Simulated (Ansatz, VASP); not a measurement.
# Cross-check of Si (amorphous Si) between VASP and Ansatz

Aim: how closely do two programs agree when they are given the same cell, functional and k mesh? Of the first pair: The structure shown is the start of the Ansatz relaxation below; VASP solves that cell, so the two are compared at the walk's first step.

Calculated with Ansatz 0.2.0; plane waves, with VASP 6.6.1 beside it; PBE.

**1. The starting structure**

The cell holds 169 atoms: 169 Si. Cell: a = 15.079 Å, b = 15.235 Å, c = 15.074 Å, α = 89.8°, β = 89.6°, γ = 88.1°. As first built, before any earlier steps moved the atoms or strained the cell (in the runner's words): 169 atoms (169 Si) placed at random at 2.26 g/cm^3, melted at 2500 K for 20 ps at fixed volume with the modified Tersoff potential (Kumagai, Izumi, Hara and Sakai, Comput. Mater. Sci. 39, 457 (2007)). Quenched from 2500 K to 300 K at 20 K/ps and fixed volume, held 5 ps. The density is a measured one.

**2. Ansatz: relaxation, PBE**

Ansatz runs on its default PAW (the set named soft_2) files.

The two programs are compared at the cell with which this relaxation starts, whose forces are those of its first step.

Input file input.yaml:

```yaml
crystal:
  lattice:
    - [15.0769, 0.24682, 0.0478]
    - [0.24435, 15.23328, 0.02726]
    - [0.04732, 0.02726, 15.07424]
  atoms:
    - { symbol: Si, position: [0.94771, 0.86615, 0.33504] }
    - { symbol: Si, position: [0.31643, 0.97114, 0.30202] }
    - { symbol: Si, position: [0.15111, 0.48438, 0.68563] }
    - { symbol: Si, position: [0.72117, 0.79639, 0.49016] }
    - { symbol: Si, position: [0.43808, 0.63262, 0.84988] }
    - { symbol: Si, position: [0.49003, 0.39027, 0.92356] }
    - { symbol: Si, position: [0.60767, 0.01579, 0.47445] }
    - { symbol: Si, position: [0.52756, 0.45487, 0.37925] }
    - { symbol: Si, position: [0.25187, 0.8703, 0.64524] }
    - { symbol: Si, position: [0.19732, 0.264, 0.0388] }
    - { symbol: Si, position: [0.90762, 0.50795, 0.04856] }
    - { symbol: Si, position: [0.61834, 0.68692, 0.68893] }
    - { symbol: Si, position: [0.73747, 0.31241, 0.44951] }
    - { symbol: Si, position: [0.12876, 0.12572, 0.33281] }
    - { symbol: Si, position: [0.9422, 0.64988, 0.10112] }
    - { symbol: Si, position: [0.87412, 0.52744, 0.71106] }
    - { symbol: Si, position: [0.33362, 0.18486, 0.41697] }
    - { symbol: Si, position: [0.34658, 0.02941, 0.44259] }
    - { symbol: Si, position: [0.99164, 0.35355, 0.528] }
    - { symbol: Si, position: [0.47262, 0.74132, 0.95593] }
    - { symbol: Si, position: [0.90159, 0.47211, 0.30464] }
    - { symbol: Si, position: [0.56488, 0.99112, 0.87015] }
    - { symbol: Si, position: [0.77584, 0.43164, 0.88009] }
    - { symbol: Si, position: [0.64567, 0.58042, 0.00015] }
    - { symbol: Si, position: [0.75937, 0.51638, 0.33849] }
    - { symbol: Si, position: [0.93075, 0.49378, 0.56893] }
    - { symbol: Si, position: [0.37847, 0.24791, 0.71658] }
    - { symbol: Si, position: [0.84837, 0.68932, 0.88324] }
    - { symbol: Si, position: [0.13788, 0.88174, 0.45155] }
    - { symbol: Si, position: [0.18261, 0.17165, 0.84243] }
[... 133 atom lines left out ...]
    - { symbol: Si, position: [0.32146, 0.07314, 0.18516] }
    - { symbol: Si, position: [0.72336, 0.94395, 0.26075] }
    - { symbol: Si, position: [0.80086, 0.1669, 0.79398] }
    - { symbol: Si, position: [0.20749, 0.94517, 0.77807] }
    - { symbol: Si, position: [0.59335, 0.12385, 0.35961] }
    - { symbol: Si, position: [0.35893, 0.28201, 0.56343] }
kpoints:
  mp_grid: { grid: [1, 1, 1] }
hamiltonian:
  xc: pbe
scf:
  occupations: { method: gaussian, width: 0.025 }
output:
  forces: true
  eigenvalues: true
  stress: true
relax:
  f_tol: 0.05
  max_steps: 70
```

Command:

```console
$ ansatz run input.yaml --threads 4 --pin off --max-ram 15872MiB --backend cpu --events-out ev --progress --plain --runs-dir out
```

Numbers of over 12 decimals in the logs are rounded to 6 here.

Output:

```text
Warning: output.stress: scf.convergence.dr2_threshold = 1e-7 eV (the SCF's general default) is looser than the 1.08e-8 eV advised for a printed stress (1e-10 eV for each atom of the cell: 169, of which 108 are counted). What an SCF threshold leaves in a stress goes as its square root, and in the free energy as the threshold itself, and one threshold admits the most on a small cell: [figures from the program's tests c [...]
Engine: ansatz 0.2.0, aarch64-unknown-linux-gnu
Pseudopotentials: kind: paw
Pseudopotential: Si, paw, valence charge 4, recommended cutoff 420 eV (normal), Si.paw.azcp
Functional definition: PBE
  parameter kappa = 0.804
  parameter beta = 0.066725
  exchange = pbe_x(kappa = kappa, mu = beta*pi^2/3)
  correlation = pbe_c(beta = beta)
Crystal: 169 atoms, lattice volume = 3461.156 Å³
Basis set: ecut = 420 eV, 67689 PW (Γ), exchange–correlation on 216×216×216 points (8 copies of the dense FFT grid, shifted against one another)
Bands: 507, of which v1, the nominal top of the filled ones, is band 338 counted from 1 (337 counted from 0)
Symmetry: 1 space group operations
Space group: P1 (ITA 1), of the structure as read, at distance tolerance 1.5e-4 Å
k-points: 1
Non-local potential: Si, projectors of the file, l = 0: 2, l = 1: 2, l = 2: 2
PAW form: soft (Blöchl's): semilocal exchange-correlation on the pseudo side does not see the compensation charge
PAW one-centre angular grid: Si, 110 points (default); XC on 64 Gauss nodes
Initial density: superposition of atomic densities (neutral atoms: chi_scale 0, normalization atom), corrected by the library's trained network
Initial wavefunctions: pseudopotential atomic-orbital guess
Functional: x = pbe(κ = 0.804, μ = 0.219515), c = pbe(β = 0.066725)
SCF iter   1: F=—  HF=-107411.064791 eV  |F-HF|=—  |Δ(HF+E_count)|=         —  Δρ=3.56e-3  dr2=1.93e0  ethr=1.77e-3  ⟨swp⟩=6.0  Hψ=2351  notcnv=0  defer=83
preconditioner: auto → Resta (q_TF=auto, 2.078 Å⁻¹)  ε∞=5.7  [insulator: Δε(μ)=0.179 eV  Ē_g=7.596 eV  σ=0.025 eV  W_gap=1.00  n_scr=500 (ndim 8)  ℏωp=16.4 eV  f_vac=0.006  D(μ)=0.00/eV (n_scr^D=0)  ε∞_Penn≈5.7]
SCF iter   2: F=—  HF=-107410.872469 eV  |F-HF|=—  |Δ(HF+E_count)|=   1.92e-1  Δρ=1.84e-3  dr2=2.98e-1  ethr=2.86e-4  ⟨swp⟩=1.0  Hψ=584  notcnv=0  defer=135
SCF iter   3: F=—  HF=-107410.841844 eV  |F-HF|=—  |Δ(HF+E_count)|=   3.06e-2  Δρ=4.56e-4  dr2=1.19e-2  ethr=4.41e-5  ⟨swp⟩=4.0  Hψ=665  notcnv=0  defer=161
SCF iter   4: F=—  HF=-107410.847702 eV  |F-HF|=—  |Δ(HF+E_count)|=   5.86e-3  Δρ=1.35e-4  dr2=2.35e-3  ethr=1.76e-6  ⟨swp⟩=3.0  Hψ=845  notcnv=0  defer=161
SCF iter   5: F=—  HF=-107410.848850 eV  |F-HF|=—  |Δ(HF+E_count)|=   1.15e-3  Δρ=5.58e-5  dr2=4.96e-4  ethr=3.47e-7  ⟨swp⟩=2.0  Hψ=518  notcnv=0  defer=161
SCF iter   6: F=—  HF=-107410.849159 eV  |F-HF|=—  |Δ(HF+E_count)|=   3.08e-4  Δρ=1.97e-5  dr2=6.43e-5  ethr=7.34e-8  ⟨swp⟩=2.0  Hψ=518  notcnv=0  defer=161
SCF iter   7: F=-107410.849216 eV  HF=-107410.849213 eV  |F-HF|=3.09e-6  |Δ(HF+E_count)|=   5.40e-5  Δρ=6.37e-6  dr2=5.85e-6  ethr=9.25e-9  ⟨swp⟩=17.0  Hψ=3038  notcnv=0
SCF 1 converged in 7 iterations: F = -107410.849216 eV  dr2 = 5.85e-6
  greatest PAW one-centre occupation: 0.690 electrons in one spin orbital (limit 2), on the Si atom at site 159 (counted from 0), in its partial waves of l = 0
relax step   1: F+E_penalty+E_count = -107410.84921598 eV  Δ(F+E_penalty+E_count) = +0.000e0 eV  max|allowed force component| = 1.919e-1 eV/Å  Δτ_max = 0.0000 Å  (7 SCF iters, dr2 threshold 6.25e-5 eV, accepted)
Initial density: handed on by an earlier stage of this run
Initial wavefunctions: those handed on with the density
iter 1 solved again at ethr=2.20e-6 eV; its pass at ethr=3.10e-3 eV (dr2=1.49e-2 eV) is discarded
SCF iter   1: F=—  HF=-107410.902427 eV  |F-HF|=—  |Δ(HF+E_count)|=         —  Δρ=6.68e-4  dr2=1.70e-2  ethr=2.20e-6  ⟨swp⟩=3.0  Hψ=1429  notcnv=0  defer=161
[...]
- { symbol: Si, position: [0.791391, 0.837920, 0.623553] }
    - { symbol: Si, position: [0.671434, 0.048070, 0.619004] }
    - { symbol: Si, position: [0.706054, 0.189632, 0.671600] }
    - { symbol: Si, position: [0.660536, 0.973909, 0.994450] }
    - { symbol: Si, position: [0.019196, 0.092161, 0.628981] }
    - { symbol: Si, position: [0.252280, 0.132732, 0.978126] }
    - { symbol: Si, position: [0.287729, 0.630444, 0.900472] }
    - { symbol: Si, position: [0.622420, 0.368704, 0.176479] }
    - { symbol: Si, position: [0.590185, 0.033241, 0.225145] }
    - { symbol: Si, position: [0.944643, 0.233123, 0.614322] }
    - { symbol: Si, position: [0.770406, 0.319032, 0.136537] }
    - { symbol: Si, position: [0.995649, 0.036699, 0.776212] }
    - { symbol: Si, position: [0.468076, 0.966831, 0.518045] }
    - { symbol: Si, position: [0.465641, 0.811838, 0.504306] }
    - { symbol: Si, position: [0.361640, 0.469365, 0.520497] }
    - { symbol: Si, position: [0.920976, 0.667308, 0.745089] }
    - { symbol: Si, position: [0.409411, 0.852023, 0.259769] }
    - { symbol: Si, position: [0.455626, 0.965077, 0.672742] }
    - { symbol: Si, position: [0.794000, 0.934500, 0.922708] }
    - { symbol: Si, position: [0.067016, 0.566349, 0.574396] }
    - { symbol: Si, position: [0.132077, 0.483629, 0.945814] }
    - { symbol: Si, position: [0.620407, 0.366818, 0.555301] }
    - { symbol: Si, position: [0.305585, 0.775211, 0.177334] }
    - { symbol: Si, position: [0.623393, 0.734075, 0.980848] }
[...]
- { symbol: Si, position: [0.766023, 0.841997, 0.148637] }
    - { symbol: Si, position: [0.803002, 0.545624, 0.485216] }
    - { symbol: Si, position: [0.322153, 0.072718, 0.184776] }
    - { symbol: Si, position: [0.723751, 0.943799, 0.260298] }
    - { symbol: Si, position: [0.799699, 0.166880, 0.793710] }
    - { symbol: Si, position: [0.206996, 0.945673, 0.777717] }
    - { symbol: Si, position: [0.592873, 0.123217, 0.359781] }
    - { symbol: Si, position: [0.358984, 0.281659, 0.563561] }
```

The column dr2 measures how far the density is from self-consistency, as an energy; F and HF (Harris–Foulkes) agree once it is small.

**3. VASP: single point, PBE, start cell, pair 1**

The same cell, functional, mesh and smearing now go to VASP, with its own data sets.

Lines of VASP's logs that name or quote its potential files are left out, and so is its time.

Input file INCAR:

```
SYSTEM = Si
PREC = Accurate
ENCUT = 400
EDIFF = 1E-06
NELM = 120
ISMEAR = 0
SIGMA = 0.025
LREAL = Auto
ALGO = Normal
GGA = PE
NBANDS = 456
LORBIT = 11
LWAVE = .FALSE.
LCHARG = .FALSE.
ISIF = 2
LASPH = .TRUE.
GGA_COMPAT = .FALSE.
EFERMI = MIDGAP
```

Input file POSCAR:

```
Si
1.0
   15.0769000000      0.2468200000      0.0478000000
    0.2443500000     15.2332800000      0.0272600000
    0.0473200000      0.0272600000     15.0742400000
Si
169
Direct
    0.9477081720      0.8661531497      0.3350409848
    0.3164317688      0.9711411648      0.3020186260
    0.1511117942      0.4843810574      0.6856314234
    0.7211699704      0.7963904697      0.4901619233
    0.4380809370      0.6326218056      0.8498812849
    0.4900301146      0.3902688437      0.9235581914
    0.6076706837      0.0157931388      0.4744466600
    0.5275624758      0.4548691231      0.3792484916
    0.2518693498      0.8703013602      0.6452422298
    0.1973188352      0.2639969917      0.0387994089
    0.9076192361      0.5079508641      0.0485576095
    0.6183400807      0.6869171334      0.6889314475
    0.7374720173      0.3124096383      0.4495107250
    0.1287619852      0.1257212260      0.3328073599
    0.9421974623      0.6498790949      0.1011226607
    0.8741168555      0.5274416982      0.7110566870
    0.3336228923      0.1848576657      0.4169705143
    0.3465812294      0.0294087534      0.4425915824
    0.9916378578      0.3535516140      0.5279975570
    0.4726186839      0.7413170136      0.9559288246
    0.9015928084      0.4721087215      0.3046411746
    0.5648802786      0.9911231137      0.8701520413
    0.7758413645      0.4316414884      0.8800873700
    0.6456676710      0.5804220956      0.0001469248
    0.7593673304      0.5163789830      0.3384930683
    0.9307499300      0.4937783155      0.5689275052
    0.3784674072      0.2479080533      0.7165768413
    0.8483686569      0.6893215744      0.8832390271
    0.1378784770      0.8817378517      0.4515500108
    0.1826100856      0.1716480979      0.8424300071
[... 133 atom lines left out ...]
    0.3214630153      0.0731430820      0.1851595959
    0.7233587285      0.9439498640      0.2607488921
    0.8008574384      0.1668969801      0.7939816139
    0.2074915154      0.9451724613      0.7780701716
    0.5933527714      0.1238502591      0.3596109376
    0.3589285075      0.2820108477      0.5634284449
```

Input file KPOINTS:

```
Automatic mesh
0
Gamma
1 1 1
0 0 0
```

Potentials, in the order of the species: Si (PBE family, release 64).

Command:

```console
$ export OMP_NUM_THREADS=3
$ mpirun -np 1 vasp_gam
```

Output:

```text
[banner, memory and clock lines left out]
running    1 mpi-ranks, on    1 nodes
[...]
Offloading initialized ...    1 GPUs detected
[...]
LDA part: xc-table for (Slater+PW92), standard interpolation
 POSCAR, INCAR and KPOINTS ok, starting setup
[...]
entering main loop
       N       E                     dE             d eps       ncg     rms          rms(c)
DAV:   1     0.290782558617E+04    0.29078E+04   -0.25097E+05   912   0.106E+03
DAV:   2    -0.526431740867E+03   -0.34343E+04   -0.32241E+04  1160   0.199E+02
DAV:   3    -0.881891707064E+03   -0.35546E+03   -0.34549E+03  1152   0.573E+01
DAV:   4    -0.893283024287E+03   -0.11391E+02   -0.11272E+02  1120   0.122E+01
[...]
DAV:  18    -0.875681800288E+03   -0.22771E-05   -0.13372E-06   696   0.152E-03    0.186E-03
DAV:  19    -0.875681801408E+03   -0.11196E-05   -0.97374E-07   664   0.136E-03    0.757E-04
DAV:  20    -0.875681801563E+03   -0.15485E-06   -0.18101E-07   552   0.572E-04
   1 F= -.87568180E+03 E0= -.87568171E+03  d E =-.177952E-03
```

OUTCAR, selected parts (step 3):

```text
  FREE ENERGIE OF THE ION-ELECTRON SYSTEM (eV)
  ---------------------------------------------------
  free  energy   TOTEN  =      -875.6818015626 eV

  energy  without entropy=     -875.6816236106  energy(sigma->0) =     -875.68171259
```

The run ends at a pressure of 0.77 GPa, with forces up to 0.19 eV/Å.

**4. Differences**

Known differences besides the potentials themselves: the cutoff is 420 eV in Ansatz and 400 eV in VASP (PREC = Accurate, projectors in real space). Total energies have different zeros and are not compared.

Forces on 9 of the 169 atoms, those with the largest forces and the largest differences (eV/Å; atoms numbered as in POSCAR):

```csv
atom,"Ansatz x, y, z","VASP x, y, z"
Si20,"-0.167, 0.018, -0.020","-0.162, 0.020, -0.022"
Si21,"0.145, -0.079, -0.057","0.141, -0.077, -0.058"
Si33,"-0.159, -0.023, 0.081","-0.157, -0.027, 0.075"
Si50,"-0.176, -0.030, 0.031","-0.174, -0.028, 0.027"
Si97,"0.134, -0.033, -0.086","0.128, -0.035, -0.085"
Si100,"0.161, -0.049, -0.020","0.157, -0.051, -0.012"
Si118,"0.192, -0.018, -0.036","0.190, -0.018, -0.038"
Si142,"-0.098, 0.025, 0.015","-0.090, 0.027, 0.018"
Si160,"-0.111, 0.023, -0.031","-0.103, 0.029, -0.030"
```

The forces differ by 2.4 meV/Å r.m.s., which is 4.3 % of the r.m.s. force of 0.056 eV/Å (both taken over all components).

**5. Ansatz: relaxation, PBE**

This run makes the geometry at which the two programs are then compared.

The structure compared here is the end of the Ansatz relaxation.

This is the run of step 2 again, met here at its other cell.

**6. VASP: single point, PBE, relaxed atoms in a fixed cell, pair 2**

The same cell, functional, mesh and smearing now go to VASP, with its own data sets.

Changes to INCAR since step 3:

```diff
@@ -2,3 +2,3 @@
 PREC = Accurate
-ENCUT = 400
+ENCUT = 500
 EDIFF = 1E-06
```

Input file POSCAR:

```
Si
1.0
   15.0769000000      0.2468200000      0.0478000000
    0.2443500000     15.2332800000      0.0272600000
    0.0473200000      0.0272600000     15.0742400000
Si
169
Direct
    0.9476400000      0.8662000000      0.3351600000
    0.3170600000      0.9713300000      0.3017000000
    0.1509600000      0.4842300000      0.6864400000
    0.7218000000      0.7969600000      0.4903800000
    0.4378500000      0.6328200000      0.8498200000
    0.4898200000      0.3905200000      0.9229100000
    0.6085600000      0.0156100000      0.4742000000
    0.5271800000      0.4554400000      0.3795000000
    0.2512600000      0.8713800000      0.6446900000
    0.1974400000      0.2638100000      0.0387400000
    0.9075200000      0.5076900000      0.0488900000
    0.6187600000      0.6868200000      0.6890100000
    0.7372400000      0.3125500000      0.4494900000
    0.1282400000      0.1254100000      0.3331600000
    0.9426100000      0.6493800000      0.1010900000
    0.8749000000      0.5273800000      0.7112100000
    0.3343100000      0.1848300000      0.4159200000
    0.3473100000      0.0299200000      0.4417600000
    0.9919100000      0.3534300000      0.5292900000
    0.4721000000      0.7415400000      0.9557600000
    0.9027900000      0.4719900000      0.3052000000
    0.5656800000      0.9914300000      0.8697000000
    0.7759100000      0.4316400000      0.8799900000
    0.6450800000      0.5801400000      0.0006300000
    0.7594300000      0.5166000000      0.3388200000
    0.9310100000      0.4936600000      0.5690800000
    0.3783100000      0.2482800000      0.7161100000
    0.8484300000      0.6889200000      0.8831700000
    0.1383400000      0.8829600000      0.4514100000
    0.1827500000      0.1719300000      0.8429500000
[... 133 atom lines left out ...]
    0.3221500000      0.0727200000      0.1847800000
    0.7237500000      0.9438000000      0.2603000000
    0.7997000000      0.1668800000      0.7937100000
    0.2070000000      0.9456700000      0.7777200000
    0.5928700000      0.1232200000      0.3597800000
    0.3589800000      0.2816600000      0.5635600000
```

KPOINTS is that of step 3.

Output:

```text
[... set-up lines as in an earlier step ...]
 entering main loop
       N       E                     dE             d eps       ncg     rms          rms(c)
DAV:   1     0.323114555247E+04    0.32311E+04   -0.28704E+05   912   0.127E+03
DAV:   2    -0.476782800722E+03   -0.37079E+04   -0.34842E+04  1144   0.213E+02
DAV:   3    -0.878832560073E+03   -0.40205E+03   -0.38920E+03  1136   0.611E+01
DAV:   4    -0.893085330681E+03   -0.14253E+02   -0.14051E+02  1112   0.132E+01
[...]
DAV:  18    -0.875758929692E+03   -0.23418E-05   -0.15422E-06   728   0.162E-03    0.181E-03
DAV:  19    -0.875758930780E+03   -0.10874E-05   -0.95514E-07   664   0.137E-03    0.694E-04
DAV:  20    -0.875758930894E+03   -0.11439E-06   -0.18875E-07   536   0.604E-04
   1 F= -.87575893E+03 E0= -.87575878E+03  d E =-.293779E-03
```

From OUTCAR (step 6):

```text
  FREE ENERGIE OF THE ION-ELECTRON SYSTEM (eV)
  ---------------------------------------------------
  free  energy   TOTEN  =      -875.7589308939 eV

  energy  without entropy=     -875.7586371150  energy(sigma->0) =     -875.75878400
```

The run ends at a pressure of 0.64 GPa, with forces up to 0.058 eV/Å.

**7. Differences**

What differs besides the data sets and the points named for the pairs above, as far as they apply: the cutoff is 420 eV in Ansatz and 500 eV in VASP (PREC = Accurate, projectors in real space). Total energies have different zeros and are not compared.

The two programs side by side:

| quantity | Ansatz | VASP | difference |
| --- | --- | --- | --- |
| pressure (GPa) | 0.72 | 0.64 | +0.08 |
| gap on the k mesh (eV) | 0.106 | 0.107 | -0.001 |

The largest component of a force difference here is 12 meV/Å. A gap on the mesh is an upper bound, since the band edges may lie between its points.

**8. What came out**

```
r.m.s. force difference (single point, PBE, start cell, pair 1)                            : 2.4 meV/Å
difference in gap on the k mesh (single point, PBE, relaxed atoms in a fixed cell, pair 2) : -5.6e-4 eV
```

**Reading.** The r.m.s. force difference is 2.4 meV/Å (single point, PBE, start cell, pair 1), within the 12 meV/Å picked in this series as the mark of a large difference. Such differences can come from data sets, numerical settings and the points named under the comparisons, not from the functional's error against experiment.

[Lines on the potential files, build, host, timing and source positions are cut from VASP's logs without a mark.]

[Logs are printed without paths, hosts, clocks, repeated set-up lines and the standing remarks that a program may print on its own settings, such as how far it seeks lower states.]

[Hosts, paths, dates, database ids (printed as entryN), source tags and the programs' standing remarks are cut or masked in the printed files.]
